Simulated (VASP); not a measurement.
# Bi7Sb (R3m) in VASP: relaxation of cell and atoms with PBE

Aim: the relaxation of cell and atoms of Bi7Sb with PBE.

Everything below comes from runs of VASP 6.6.1. Logs are shortened: lines on timing, memory, paths and dates and some standing lists are left out, and cuts for length are marked.

## 1. The crystal as given

The structure is trigonal, space group R3m (No. 160). The conventional cell has a = 9.015 Å, b = 9.015 Å, c = 11.742 Å, α = 90.00°, β = 90.00°, γ = 120.00°. Around Sb (site symmetry 3m) lie 6 Bi at 3.05 to 3.49 Å. Around Bi (site symmetry m) lie 6 Bi at 3.05 to 3.49 Å. Bi (site symmetry 3m) is surrounded by 6 Bi at 3.05 to 3.49 Å. Around Bi (site symmetry m) lie 4 Bi at 3.05 to 3.49 Å and 2 Sb at 3.05 to 3.49 Å.

The cell was built by a generator and needn't be a form met in nature.

## 2. Relaxation of cell and atoms, PBE

The input, INCAR:

```
SYSTEM = Bi7Sb
  PREC = Accurate
  ENCUT = 600
  EDIFF = 1E-6
  ISMEAR = 0
  SIGMA = 0.03
  LREAL = .False.
  LASPH = .True.
  NELM = 80
  ALGO = Normal
  ISIF = 3
  LWAVE = .False.
  LCHARG = .False.
  GGA = PE
  IBRION = 2
  NSW = 90
  EDIFFG = -0.01
  KPAR = 4
```

The input, KPOINTS:

```
Automatic mesh
0
Gamma
  6 6 4
  0 0 0
```

The input, POSCAR:

```
Bi7Sb
1.0
    9.0149569400      0.0000000000      0.0000000000
    4.5074784700     -7.8071817200      0.0000000000
    4.5074784700     -2.6023939100     -7.8282029600
Sb Bi
2 14
Direct
    0.1170000000      0.6170000000      0.1490000000
    0.6170000000      0.1170000000      0.6490000000
    0.1170000000      0.1170000000      0.1490000000
    0.1170000000      0.6170000000      0.6490000000
    0.1170000000      0.1170000000      0.6490000000
    0.6170000000      0.6170000000      0.1490000000
    0.6170000000      0.1170000000      0.1490000000
    0.6170000000      0.6170000000      0.6490000000
    0.3830000000      0.8830000000      0.3510000000
    0.3830000000      0.3830000000      0.3510000000
    0.3830000000      0.8830000000      0.8510000000
    0.3830000000      0.3830000000      0.8510000000
    0.8830000000      0.8830000000      0.3510000000
    0.8830000000      0.3830000000      0.3510000000
    0.8830000000      0.8830000000      0.8510000000
    0.8830000000      0.3830000000      0.8510000000
```

Potentials or basis: VASP PAW PBE potentials, release 64 (Sb, Bi_d).

The run is started by

```
$ cat potpaw_PBE.64/Sb/POTCAR potpaw_PBE.64/Bi_d/POTCAR > POTCAR
$ mpirun -np 4 vasp_std > vasp.out
```

OUTCAR:

```text
SYSTEM = Bi7Sb
   PREC = Accurate
   ENCUT = 600
   EDIFF = 1E-6
   ISMEAR = 0
   LREAL = .False.
   LASPH = .True.
   NELM = 80
   ISIF = 3
   GGA = PE
   IBRION = 2
   NSW = 90
   EDIFFG = -0.01

 ion  position               nearest neighbor table
   1  0.117  0.617  0.149-  13 3.05  14 3.05  10 3.05  15 3.49  11 3.49  12 3.49
   2  0.617  0.117  0.649-  12 3.05  11 3.05  15 3.05  10 3.49  14 3.49  13 3.49
   3  0.117  0.117  0.149-  14 3.05  13 3.05   9 3.05  16 3.49  12 3.49  11 3.49
   4  0.117  0.617  0.649-  15 3.05  16 3.05  12 3.05  13 3.49   9 3.49  10 3.49
   5  0.117  0.117  0.649-  16 3.05  15 3.05  11 3.05  14 3.49  10 3.49   9 3.49
   6  0.617  0.617  0.149-   9 3.05  10 3.05  14 3.05  11 3.49  15 3.49  16 3.49
[... 8 lines left out ...]
  15  0.883  0.883  0.851-   4 3.05   5 3.05   2 3.05   1 3.49   6 3.49   7 3.49
  16  0.883  0.383  0.851-   5 3.05   4 3.05   8 3.05   3 3.49   7 3.49   6 3.49
[... 7 lines left out ...]
 A1 = (  -4.5074784700,  -2.6023939100,  -7.8282029600)
 A2 = (   0.0000000000,   5.2047878100,  -7.8282029600)
 A3 = (   4.5074784700,  -2.6023939100,  -7.8282029600)

Analysis of symmetry for initial positions (statically):
=====================================================================
 Subroutine PRICEL returns following result:

  LATTYP: Found a trigonal (rhomboedric) cell.
 ALAT       =     6.5122965684
 COS(alpha) =     0.0418599866

  Lattice vectors:

 A1 = (   0.0000000000,  -5.2047878150,  -3.9141014800)
 A2 = (  -4.5074784700,   2.6023939050,  -3.9141014800)
 A3 = (   4.5074784700,   2.6023939050,  -3.9141014800)

   2 primitive cells build up your supercell.

 Routine SETGRP: Setting up the symmetry group for a
 trigonal (rhombohedral) supercell.

 Subroutine GETGRP returns: Found  6 space group operations
 (whereof  2 operations were pure point group operations)
 out of a pool of 12 trial point group operations.

The static configuration has the point symmetry C_1h.
 The point group associated with its full space group is C_3v.

Analysis of symmetry for dynamics (positions and initial velocities):
=====================================================================
 Subroutine PRICEL returns following result:

  LATTYP: Found a trigonal (rhomboedric) cell.
 ALAT       =     6.5122965684
 COS(alpha) =     0.0418599866

  Lattice vectors:

 A1 = (   0.0000000000,  -5.2047878150,  -3.9141014800)
 A2 = (  -4.5074784700,   2.6023939050,  -3.9141014800)
 A3 = (   4.5074784700,   2.6023939050,  -3.9141014800)

   2 primitive cells build up your supercell.

 Routine SETGRP: Setting up the symmetry group for a
[... 166 lines left out ...]
   GGA     = PE    functional components
   LHFCALC =     F    Hartree Fock is set to
   AEXX    =    0.0000 exact exchange contribution
   IVDW    =     0    specifies the selected vdW correction
   LEPSILON=     F    determine dielectric tensor
   LRPA    =     F    only Hartree local field effects (RPA)
 conjugate gradient relaxation of ions
 non-spin polarized calculation
 Gauss-broadening in eV      SIGMA  =   0.03
  energy-cutoff  :      600.00
  volume of cell :      550.96
 maximum number of plane-waves:     18426
   NGX = 37   NGY = 37   NGZ = 37

--------------------------------------- Ionic step        1  -------------------------------------------

 number of electron     220.0000027 magnetization

 Free energy of the ion-electron system (eV)
  ---------------------------------------------------
  ext. energy  EPLUGINS =         0.00000000
  ---------------------------------------------------
  free energy    TOTEN  =       -62.44154073 eV

  energy without entropy =      -62.44071033  energy(sigma->0) =      -62.44112553

------------------------ aborting loop because EDIFF is reached ----------------------------------------

  FORCE on cell =-STRESS in cart. coord.  units (eV):
  Direction    XX          YY          ZZ          XY          YZ          ZX
  --------------------------------------------------------------------------------------
  -------------------------------------------------------------------------------------
  Total        7.9809264      7.9809264      8.1280037      0.0000000      0.0000000      0.0000000
  in kB       23.2083288     23.2083287     23.6360256      0.0000000      0.0000000      0.0000000
  external PRESSURE =      23.3508944 kB  Pullay stress =       0.0000000 kB
[... 131 lines left out ...]
  FREE ENERGIE OF THE ION-ELECTRON SYSTEM (eV)
  ---------------------------------------------------
  free  energy   TOTEN  =       -62.6390528021 eV

  energy  without entropy=      -62.6383167203  energy(sigma->0) =      -62.63868476

[... ionic steps 4 to 13 ...]

--------------------------------------- Ionic step       14  -------------------------------------------

 number of electron     220.0000010 magnetization

------------------------ aborting loop because EDIFF is reached ----------------------------------------
[... 95 lines left out ...]
--------------------------------------- Ionic step       16  -------------------------------------------

 number of electron     220.0000010 magnetization

 Free energy of the ion-electron system (eV)
  ---------------------------------------------------
  ext. energy  EPLUGINS =         0.00000000
  ---------------------------------------------------
  free energy    TOTEN  =       -62.67517978 eV

  energy without entropy =      -62.67470116  energy(sigma->0) =      -62.67494047

 E-fermi :   5.8631     XC(G=0):  -9.3017

 val. band max:        5.8490360470   @ k =  -0.1667   0.1667  -0.0000
 cond. band min:       5.8783119524   @ k =  -0.3333  -0.3333   0.2500
 fundamental gap:      0.0292759054
 Fermi energy:         5.8630631892

 k-point     1 :       0.0000    0.0000    0.0000
  band No.  band energies     occupation
      1     -17.0119      2.00000
      2     -17.0119      2.00000
      3     -17.0101      2.00000
      4     -16.9495      2.00000
      5     -16.9495      2.00000
      6     -16.9358      2.00000
[... 2989 lines left out ...]
    121       8.2167      0.00000
    122       8.3410      0.00000

 [... further k-points ...]

 [bands above 122 left out]

------------------------ aborting loop because EDIFF is reached ----------------------------------------

  FORCE on cell =-STRESS in cart. coord.  units (eV):
  Direction    XX          YY          ZZ          XY          YZ          ZX
  --------------------------------------------------------------------------------------
  -------------------------------------------------------------------------------------
  Total       -0.0002665     -0.0002665      0.0056786     -0.0000000      0.0000000      0.0000000
  in kB       -0.0007350     -0.0007350      0.0156630     -0.0000000      0.0000000      0.0000000
  external PRESSURE =       0.0047310 kB  Pullay stress =       0.0000000 kB
[... 31 lines left out ...]
  FREE ENERGIE OF THE ION-ELECTRON SYSTEM (eV)
  ---------------------------------------------------
  free  energy   TOTEN  =       -62.6751797768 eV

  energy  without entropy=      -62.6747011628  energy(sigma->0) =      -62.67494047

 reached required accuracy - stopping structural energy minimisation
```

CONTCAR:

```text
Bi7Sb
   1.00000000000000
     9.1152161221730488   -0.0000000000000000   -0.0000000000000000
     4.5576080610865244   -7.8940087185911141   -0.0000000001047059
     4.5576080610865244   -2.6313362430048359   -8.0725935340230972
  Sb              Bi
     2    14
Direct
     0.1150840072798610    0.6150840072798676    0.1547479781604034
     0.6150840072798611    0.1150840072798675    0.6547479781604034
     0.1172055459409438    0.1172275761948268    0.1483393016693855
     0.1172275761948367    0.6172275761948269    0.6483393016693858
     0.1172275761948367    0.1172055459409343    0.6483393016693852
     0.6172275761948368    0.6172055459409344    0.1483393016693852
[... 8 lines left out ...]
     0.8784663353041879    0.8858727968292798    0.8497880710372534
     0.8830433654267728    0.3830433654267825    0.8508699037196791

  0.00000000E+00  0.00000000E+00  0.00000000E+00
  0.00000000E+00  0.00000000E+00  0.00000000E+00
  0.00000000E+00  0.00000000E+00  0.00000000E+00
  0.00000000E+00  0.00000000E+00  0.00000000E+00
  0.00000000E+00  0.00000000E+00  0.00000000E+00
  0.00000000E+00  0.00000000E+00  0.00000000E+00
[... 8 lines left out ...]
  0.00000000E+00  0.00000000E+00  0.00000000E+00
  0.00000000E+00  0.00000000E+00  0.00000000E+00
```

It took 2.8 h on 4 MPI ranks of Intel Xeon 6975P-C (Granite Rapids), shared host; peak memory 2.6 GiB.

What came out:

| Item | Value |
| --- | --- |
| Free energy | -62.6752 eV |
| Relaxed volume | 36.30 Å³/atom |
| Relaxed cell | a = 9.115 Å, b = 9.115 Å, c = 9.637 Å, α = 61.77°, β = 61.77°, γ = 60.00° |
| Space group after relaxing (to 0.05 Å) | R3m (No. 160) |
| Energy gained by relaxing | 14.6 meV/atom |
| Ionic steps | 16 |
| Pressure after relaxing | 0.0 GPa |
| Largest force after relaxing | 0.008 eV/Å |
| Band gap on the k mesh | none (metal or under the smearing width) |

Forces in eV/Å, atoms in the order of the input:
```
Sb   0.000  0.000  0.008
Sb   0.000  0.000  0.008
Bi  -0.007 -0.004  0.002
Bi   0.007 -0.004  0.002
Bi   0.000  0.008  0.002
Bi   0.000  0.008  0.002
Bi   0.007 -0.004  0.002
Bi  -0.007 -0.004  0.002
Bi   0.000  0.000 -0.008
Bi  -0.005 -0.003 -0.002
Bi   0.005 -0.003 -0.002
Bi   0.000  0.006 -0.002
Bi   0.000  0.006 -0.002
Bi   0.005 -0.003 -0.002
Bi  -0.005 -0.003 -0.002
Bi   0.000  0.000 -0.008
```

The path:
```
step  energy change (eV)  largest force (eV/Å)  pressure (GPa)  volume (Å³)
   1              0.0000                0.3247            2.34       550.96
   2             -0.1339                0.3472           -1.22       591.96
   3             -0.1975                0.2478           -0.05       576.45
   4             -0.2115                0.1892           -0.03       576.66
   5             -0.2297                0.0594            0.06       577.23
   6             -0.2297                0.0637            0.06       577.27
   7             -0.2314                0.0494           -0.02       579.06
   8             -0.2320                0.0403           -0.08       580.31
   9             -0.2330                0.0205            0.01       579.84
  10             -0.2331                0.0257            0.04       579.68
  11             -0.2334                0.0181            0.02       580.25
  12             -0.2335                0.0120            0.00       580.72
  13             -0.2335                0.0179           -0.03       581.66
  14             -0.2335                0.0114           -0.02       581.06
  15             -0.2335                0.0112           -0.01       580.98
  16             -0.2336                0.0082            0.00       580.87
```

Final structure:
```
Sb Bi
1.0
     9.11522    0.00000    0.00000
     4.55761   -7.89401    0.00000
     4.55761   -2.63134   -8.07259
Sb Bi
2 14
Direct
  0.11508 0.61508 0.15475
  0.61508 0.11508 0.65475
  0.11721 0.11723 0.14834
  0.11723 0.61723 0.64834
  0.11723 0.11721 0.64834
  0.61723 0.61721 0.14834
  0.61723 0.11723 0.14834
  0.61721 0.61723 0.64834
  0.38304 0.88304 0.35087
  0.37847 0.38587 0.34979
  0.38587 0.88587 0.84979
  0.38587 0.37847 0.84979
  0.88587 0.87847 0.34979
  0.88587 0.38587 0.34979
  0.87847 0.88587 0.84979
  0.88304 0.38304 0.85087
```

Caveat: spin-orbit coupling is left out, which moves the levels of the heavy elements.
